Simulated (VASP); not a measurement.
```
CELL_PARAMETERS angstrom
      0.00000     2.53885     2.53885
      2.53885     0.00000     2.53885
      2.53885     2.53885     0.00000
ATOMIC_POSITIONS crystal
  Sr 0.00000 0.00000 0.00000
  O  0.50000 0.50000 0.50000
```

The numbers are results of LDA (Ceperley-Alder, Perdew-Zunger), VASP's LDA PAW potentials (set 64) (plane waves; VASP 6.6.1), not measurements. Numerical set-up: 520 eV cut-off, 10×10×10 Γ-centred mesh, tetrahedra with Blöchl corrections, potentials Sr_sv O.

Tabulate the total density of states (states/eV per cell) against energy (eV; zero at the valence-band maximum or, without a gap, the Fermi level).

```
E (eV)  DOS (states/eV)
------  ---------------
-9.96              0.00
-9.48              0.00
-9.12              0.00
-8.64              0.00
-8.28              0.00
-7.80              0.00
-7.44              0.00
-6.96              0.00
-6.60              0.00
-6.12              0.00
-5.76              0.00
-5.28              0.00
-4.92              0.00
-4.44              0.00
-4.08              0.00
-3.60              0.00
-3.24              0.00
-2.76              0.00
-2.40              0.00
-1.92              0.82
-1.56              2.03
-1.08              4.01
-0.72              4.14
-0.24              3.09
0.12               0.00
0.60               0.00
0.96               0.00
1.44               0.00
1.80               0.00
2.28               0.00
2.64               0.00
3.12               0.01
3.48               0.17
3.96               0.29
4.32               0.41
4.80               0.59
5.16               0.75
5.64               1.29
6.00               1.27
6.48               1.14
```
Within 2 eV below the valence-band maximum the largest weight inside VASP's projection spheres is O p.

The compound is SrO in the rock salt structure. It was relaxed first.
